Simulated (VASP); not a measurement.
Wanted: the native input for a VASP 6.6.1 run.

```
Task                   : relaxation of the atoms
Functional             : PBEsol
Potentials or basis    : VASP PAW PBE potentials, release 64 (Ge_d)
Cutoff                 : 600 eV
k mesh                 : 10 × 10 × 10
Occupations            : gaussian, width 0.03 eV
Spin                   : no spin polarisation
Further INCAR settings : ALGO = Fast; EDIFF = 1e-07; IBRION = 2; EDIFFG = -0.01; NSW = 40
```

The structure of Ge lies in POSCAR:

```
Ge                                      
1.0
    0.0000000000      2.8743360779      2.8743360779
    2.8743360779      0.0000000000      2.8743360779
    2.8743360779      2.8743360779      0.0000000000
  Ge            
     2
Direct
     0.0000000000000000    0.0000000000000000    0.0000000000000000
     0.2500000000000000    0.2500000000000000    0.2500000000000000
```

The cell isn't the ideal one: a relaxed cell with its volume scaled by 1.04.

The input as run:

INCAR

```
SYSTEM = Ge
PREC     = Accurate       ! precision mode
ENCUT    = 600            ! plane-wave cutoff, eV
EDIFF    = 1E-7           ! SCF threshold, eV
ISMEAR   = 0              ! smearing method
SIGMA    = 0.03           ! smearing width, eV
LREAL    = .False.        ! projectors in reciprocal space
LASPH    = .True.         ! aspherical terms in the spheres
NELM     = 80             ! most SCF steps
ALGO     = Fast           ! electronic algorithm
ISIF     = 2              ! what is computed and relaxed
LWAVE    = .False.        ! write WAVECAR
LCHARG   = .False.        ! write CHGCAR
GGA      = PS             ! functional
IBRION   = 2              ! ionic algorithm
NSW      = 40             ! ionic steps
EDIFFG   = -0.01          ! ionic threshold
```

KPOINTS

```
regular mesh
0
Gamma
  10 10 10
  0 0 0
```

Potentials or basis: VASP PAW PBE potentials, release 64 (Ge_d).

Launch:

```console
$ cat potpaw_PBE.64/Ge_d/POTCAR > POTCAR
$ mpirun -np 1 vasp_std > vasp.out
```

Results of the run:

```yaml
Pressure_after_relaxing: -2.4 GPa
Band_gap_on_the_k_mesh: none (metal or under the smearing width)
```

Caveat: the relaxation stopped at its first step, so nothing moved; the PAW data sets were made with another functional, which shifts forces and pressure a little.

Wall time 19 s on 1 thread of Intel(R) Xeon(R) 6975P-C (Granite Rapids) (shared host), peak memory 0.19 GiB.
